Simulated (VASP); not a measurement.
```
ZrO2
1.0
    0.00000     2.54599     2.54599
    2.54599     0.00000     2.54599
    2.54599     2.54599     0.00000
Zr O
1 2
Direct
  0.00000   0.00000   0.00000
  0.25000   0.25000   0.25000
  0.75000   0.75000   0.75000
```

All values below come from r2SCAN meta-GGA, VASP's PBE PAW potentials (set 64) (plane waves; VASP). Run with 620 eV cut-off, 8×8×8 Γ-centred mesh, Gaussian smearing of 0.050 eV, potentials Zr_sv O.

Question: Estimate the energy per atom (σ→0), band gap (on the k-mesh) with the smallest direct gap where there is one.

Answer: 
The band gap (on the k-mesh) comes out as 3.87 eV. The smallest direct gap (on the k-mesh) comes out as 4.27 eV and the energy per atom (σ→0) is -15.288 eV/atom.

Only differences to runs with the same potentials and settings are physical.

The compound is ZrO2 in the fluorite structure, the high-temperature cubic form, which is unstable at 0 K; the monoclinic form is the stable one. It was relaxed first.
